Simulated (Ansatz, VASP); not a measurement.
# ZrB2 in two plane-wave programs, part 2 of 2

Wanted: the spread between two codes on one cell, functional and k mesh. The cell is taken from a series of runs on this material, whose earlier steps may have relaxed, scaled, displaced or heated it; both programs get it as it stands.

VASP 6.6.1 and Ansatz 0.2.0.

So far: The starting structure; VASP: zone-centre phonons, PBEsol.

## 3. Ansatz: zone-centre phonons, PBEsol

Level of this step: Ansatz beside VASP: Kohn-Sham DFT, plane waves, PBEsol (Ansatz).

Ansatz runs on its PAW soft_1 files.

The same cell, functional, mesh and smearing now go to Ansatz, which takes its cutoff from its data sets.

The input, input.yaml:

```yaml
crystal:
  lattice:
    - [3.1547390685, 0.0, 0.0]
    - [-1.5773695343, 2.7320841757, 0.0]
    - [0.0, 0.0, 3.5074356982]
  atoms:
    - { symbol: B, position: [0.3333333333, 0.6666666667, 0.5] }
    - { symbol: B, position: [0.6666666667, 0.3333333333, 0.5] }
    - { symbol: Zr, position: [0.0, 0.0, 0.0] }
kpoints:
  mp_grid: { grid: [15, 15, 12] }
hamiltonian:
  xc: pbesol
  pseudopotentials: { kind: paw, azcp: { folder: soft_1 }, xc_functional: pbe }
scf:
  occupations: { method: methfessel_paxton, width: 0.2 }
output:
  eigenvalues: true
phonons:
  method: dfpt
```

The run is started by

```bash
ansatz run input.yaml --threads 4 --pin off --max-ram 10240MiB --backend cpu --events-out ev --progress --plain --runs-dir out
```

Numbers of over 12 decimals in the logs are rounded to 6 here.

Output:

```text
zone centre: on kpoints.mp_grid the ground state, and the responses unless they are solved on pairs of k-points, stand on 448 of the mesh's 2700 k-points, reduced under 4 symmetry operations, with k and −k counted as one. Each operation leaves every solved displacement unchanged or reverses it
Engine: ansatz 0.2.0, x86_64-unknown-linux-gnu
Pseudopotentials: kind: paw
Pseudopotential: B, paw, valence charge 3, recommended cutoff 420 eV (normal), soft_1/B.paw.azcp
Pseudopotential: Zr, paw, valence charge 12, recommended cutoff 420 eV (normal), soft_1/Zr.paw.azcp
Functional definition: PBEsol
  exchange = pbesol_x
  correlation = pbesol_c
Crystal: 3 atoms, lattice volume = 30.231 Å³
Basis set: ecut = 420 eV, 563 PW (Γ), exchange–correlation on 48×48×48 points (8 copies of the dense FFT grid, shifted against one another)
Bands: 13, of which v1, the nominal top of the filled ones, is band 9 counted from 1 (8 counted from 0)
Symmetry: 24 space group operations
k-points: 448 of 2700 (irreducible under 4 space group operations, time reversal used)
Non-local potential: B, projectors of the file, l = 0: 2, l = 1: 2, l = 2: 1
Non-local potential: Zr, projectors of the file, l = 0: 3, l = 1: 2, l = 2: 2, l = 3: 1
PAW form: soft (Blöchl's): semilocal exchange-correlation on the pseudo side does not see the compensation charge
PAW frozen core: B, regenerated for the run's functional, and the local potential with it (the file was generated under x = pbe(κ = 0.804, μ = 0.219515), c = pbe(β = 0.066725))
PAW frozen core: Zr, regenerated for the run's functional, and the local potential with it (the file was generated under x = pbe(κ = 0.804, μ = 0.219515), c = pbe(β = 0.066725))
PAW one-centre angular grid: B, 110 points (default); XC on 64 Gauss nodes
PAW one-centre angular grid: Zr, 590 points (default); XC on 64 Gauss nodes
Initial density: superposition of atomic densities (chi_scale 0.1, normalization cell, long waves kept (reshape's long-wave potential 0.00 eV rms))
Initial wavefunctions: pseudopotential atomic-orbital guess
Functional: x = pbesol(κ = 0.804, μ = 0.123457), c = pbesol(β = 0.046)
SCF iter   1: F=—  HF=-4437.738480 eV  |F-HF|=—  |Δ(HF+E_count)|=         —  Δρ=5.50e-2  dr2=1.67e0  ethr=3.10e-3  ⟨swp⟩=4.9  Hψ=28126  notcnv=0
preconditioner: auto → none  [metal: Δε(μ)=0.054 eV  Ē_g=17.062 eV  σ=0.200 eV  W_gap=0.22  n_scr=8 (ndim 8)  ℏωp=27.0 eV  f_vac=0.000  D(μ)=0.24/eV (n_scr^D=0)  sad-step TF]
SCF iter   2: F=—  HF=-4437.353253 eV  |F-HF|=—  |Δ(HF+E_count)|=   3.85e-1  S|Δr|=    0.00e0  Δρ=2.76e-2  dr2=3.82e-1  ethr=3.10e-3  ⟨swp⟩=2.1  Hψ=11324  notcnv=0
SCF iter   3: F=—  HF=-4437.242368 eV  |F-HF|=—  |Δ(HF+E_count)|=   1.11e-1  S|Δr|=    0.00e0  Δρ=2.23e-3  dr2=1.03e-3  ethr=2.12e-3  ⟨swp⟩=2.1  Hψ=10027  notcnv=0
SCF iter   4: F=—  HF=-4437.242797 eV  |F-HF|=—  |Δ(HF+E_count)|=   4.29e-4  S|Δr|=    0.00e0  Δρ=4.03e-4  dr2=4.21e-5  ethr=5.73e-6  ⟨swp⟩=2.4  Hψ=13028  notcnv=0
SCF iter   5: F=—  HF=-4437.242805 eV  |F-HF|=—  |Δ(HF+E_count)|=   7.95e-6  S|Δr|=    0.00e0  Δρ=4.61e-5  dr2=7.63e-7  ethr=2.34e-7  ⟨swp⟩=2.3  Hψ=9116  notcnv=0
SCF iter   6: F=—  HF=-4437.242805 eV  |F-HF|=—  |Δ(HF+E_count)|=   1.40e-7  S|Δr|=    0.00e0  Δρ=7.26e-6  dr2=1.10e-8  ethr=4.24e-9  ⟨swp⟩=2.0  Hψ=9208  notcnv=0
SCF iter   7: F=—  HF=-4437.242805 eV  |F-HF|=—  |Δ(HF+E_count)|=   2.79e-9  S|Δr|=    0.00e0  Δρ=1.65e-6  dr2=4.75e-10  ethr=6.11e-11  ⟨swp⟩=2.0  Hψ=9849  notcnv=0
SCF iter   8: F=-4437.242805 eV  HF=-4437.242805 eV  |F-HF|=9.09e-13  |Δ(HF+E_count)|=  4.55e-12  S|Δr|=    0.00e0  Δρ=2.06e-7  dr2=4.72e-12  ethr=1.00e-12  ⟨swp⟩=4.0  Hψ=27119  notcnv=0
the search or the solves at the SCF's close seem to have found levels that the self-consistency loop had missed (the run counts 1). By its estimate they hold under 1e-12 electrons; where the run keeps them, the occupations were computed again with them
SCF 1 converged in 8 iterations: F = -4437.242805 eV  dr2 = 4.72e-12
  greatest PAW one-centre occupation: 0.996 electrons in one spin orbital (limit 2), on the Zr atom at site 2 (counted from 0), in its partial waves of l = 0
DFPT response loops at Γ: preconditioner auto → Kerker (q_TF=auto, 2.502 Å⁻¹) (partly filled bands, converged f_vac=0.000); β = 1.00, the filter's whole step (`scf.mixing.beta` (0.50) is not read by the response loops under this deck's `scf.mixing.preconditioner`; to damp them name `kerker` or `kerker_dos`, under which they read `scf.mixing.beta`, and type it under 1.00, their step now; both keys bind the ground state too); Broyden in place of MSR1
SCF converged after 8 iterations
Stability not checked: this state was not tested for a lower state beside it, because cold or Methfessel-Paxton smearing, or corrected tetrahedra, fill the levels in a way that the test cannot read (fill_not_monotonic; see scf.lower_state_search)
Free energy (F): -4437.242805 eV
Harris-Foulkes:  -4437.242805 eV  (|F-HF|=9.09e-13)
Internal energy: -4437.243327 eV  (E = F + TS)
E sigma→0 (E₀):  -4437.242936 eV
Entropy (-TS):   0.000522 eV (0.174 meV/atom)
Fermi energy:    15.918406 eV
--- Per-component energies (eV) ---
  E_band       = -21.730154
  E_kinetic    = 419.462918
  E_local      = -520.739800  (includes V_loc(G=0)·N_el)
  E_nonlocal   = 91.097600
  E_hartree    = 176.399619
  E_xc         = -222.018336
  E_vxc        = -263.582860  (∫ρ·V_xc dr)
  E_paw        = -3060.002483  (= ΣΔE_a)
  E_vpaw       = -100.767230  (= ΣTr[D̂ρ^β])
  E_aug_tail   = -0.000009  (compensation charges beyond the density's cutoff)
  E_ewald      = -1321.637979
  E_core_change = 0.195143  (= ΣΔE_core)
  E_smearing   = 0.000522  (= −TS)
  E_closure    = 0.000000  (closes the sum)
  Σ components = -4437.242805   (vs F -4437.242805, Δ=0.00e0)
--- Band table (eV; the first three rows and the last of 448) ---
  k-point 0: bands = [... 5 lower, 13.2612, 13.2612, 13.2836, 13.6440, 19.4014, 19.4014, 20.2325, 20.2325]
  k-point 1: bands = [... 5 lower, 12.5607, 13.3282, 13.3282, 14.3340, 18.8270, 18.8270, 20.0089, 20.0089]
  k-point 2: bands = [... 5 lower, 11.6505, 13.5267, 13.5267, 15.1700, 17.9646, 17.9646, 19.4189, 19.4189]
  k-point 447: bands = [... 5 lower, 8.9643, 11.2908, 12.3222, 13.3368, 19.4630, 20.7386, 20.9678, 22.0756]
--- Phonons (Γ-DFPT): 4 representative perturbations + reference, on 448 of 2700 k-points (Σ response iterations 12) ---
  k mesh reduced under 4 symmetry operations, with k and −k counted as one. Each operation leaves every solved displacement unchanged or reverses it
  ASR residual: 1.830e-4 → 0.000e0 eV/Å²; symmetrization residual: 3.238e-7 eV/Å²
  ASR residual per site (eV/Å²): 1.30e-5 1.30e-5 1.83e-4
  Γ frequencies (cm⁻¹): 0.00 0.00 0.00 461.80 461.80 480.55 570.95 787.48 787.48
  non-analytic LO–TO correction: not included (Born effective charges unavailable; polar crystals: no LO–TO splitting at Γ)
```

In the SCF lines HF is the Harris–Foulkes energy and dr2 the Hartree energy of the density residual, in eV; the loop may stop once dr2 is under the threshold and the program's other checks hold. Hψ counts applications of the Hamiltonian.

## 4. Side by side

Known differences besides the potentials themselves: the cutoff is 420 eV in Ansatz and 500 eV in VASP; Ansatz makes its cores anew for this functional, VASP keeps those of its PBE data sets. Total energies have different zeros and are not compared.

Compared:

```csv
quantity,Ansatz,VASP,difference
optical mode 1 to 2 (cm⁻¹),461.8,462.5,-0.15 %
optical mode 3 (cm⁻¹),480.6,482.2,-0.34 %
optical mode 4 (cm⁻¹),571.0,571.5,-0.09 %
optical mode 5 to 6 (cm⁻¹),787.5,790.1,-0.33 %
```

Modes are paired by rising frequency, not by their patterns, so a pair may set unlike modes beside each other; they are those without the splitting of longitudinal modes.

## 5. Outcome

```json
{
 "r.m.s. difference of the optical zone-centre modes, each program's sorted by frequency (zone-centre phonons, PBEsol)": "1.7 cm⁻¹"
}
```

The r.m.s. difference of the optical zone-centre modes, each program's sorted by frequency is 1.7 cm⁻¹ (zone-centre phonons, PBEsol). Such differences can come from data sets, numerical settings and the points named under the comparisons, not from the functional's error against experiment.

[Lines on the potential files, build, host, timing and source positions are cut from VASP's logs without a mark.]

[Logs are printed without paths, hosts, clocks, repeated set-up lines and the standing remarks that a program may print on its own settings, such as how far it seeks lower states.]

[Hosts, paths, dates, database ids (printed as entryN), source tags and the programs' standing remarks are cut or masked in the printed files.]
